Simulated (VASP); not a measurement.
Given:

```
K
1.0
   -2.64000     2.64000     2.64000
    2.64000    -2.64000     2.64000
    2.64000     2.64000    -2.64000
K
1
Cartesian
  0.00000   0.00000   0.00000
```

Level of theory: vdW-DF-cx, VASP's PBE PAW potentials (set 64) (plane waves; VASP). Numerical set-up: 520 eV cut-off, Gaussian smearing of 0.050 eV, potentials K_sv.

Question: Give the energies of bands 5 to 7 at the high-symmetry points, in eV from the Fermi level.

Answer: 
```tsv
band	Γ	H	N	P
5	-2.18	1.61	0.43	1.42
6	4.31	1.61	0.62	1.42
7	4.31	3.46	3.15	1.42
```

It has no gap at this level: it comes out as a metal or semimetal.

The compound is K in the bcc structure. The cell was not relaxed at this level.
